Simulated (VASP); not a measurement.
Here is the system:

```
CELL_PARAMETERS angstrom
      5.89058     0.00000     0.00000
      0.00000     8.22379     0.00000
      0.00000     0.00000     5.77034
ATOMIC_POSITIONS crystal
  La 0.95538 0.25000 0.01146
  La 0.04462 0.75000 0.98854
  La 0.54462 0.75000 0.51146
  La 0.45538 0.25000 0.48854
  Sc 0.50000 0.00000 0.00000
  Sc 0.00000 0.00000 0.50000
  Sc 0.00000 0.50000 0.50000
  Sc 0.50000 0.50000 0.00000
  O  0.53377 0.25000 0.89948
  O  0.46623 0.75000 0.10052
  O  0.96623 0.75000 0.39948
  O  0.03377 0.25000 0.60052
  O  0.29628 0.94648 0.70362
  O  0.70372 0.05352 0.29638
  O  0.20372 0.05352 0.20362
  O  0.79628 0.94648 0.79638
  O  0.79628 0.55352 0.79638
  O  0.20372 0.44648 0.20362
  O  0.70372 0.44648 0.29638
  O  0.29628 0.55352 0.70362
```

These are PBE GGA, VASP's PBE PAW potentials (set 64) (plane waves; VASP) values and carry that method's errors. Run with LREAL = Auto, 400 eV cut-off, 4×3×4 Γ-centred mesh, Gaussian smearing of 0.010 eV, potentials La Sc_sv O.

At this cut-off the stress carries a Pulay error, which pulls relaxed volumes low.

### Question
What does the run give for the energy per atom (σ→0), pressure, band gap (on the k-mesh) with the smallest direct gap where there is one?

### Answer

```json
{
 "band gap (on the k-mesh)": "3.84 eV",
 "smallest direct gap (on the k-mesh)": "3.84 eV",
 "energy per atom (σ→0)": "-8.742 eV/atom",
 "pressure": "-8.77 GPa"
}
```

Total energies compare only between runs with the same potentials, cut-off and functional.

The structure comes from a computed database's LaScO3 entry; how it stands against other phases isn't given here. The cell was not relaxed at this level.
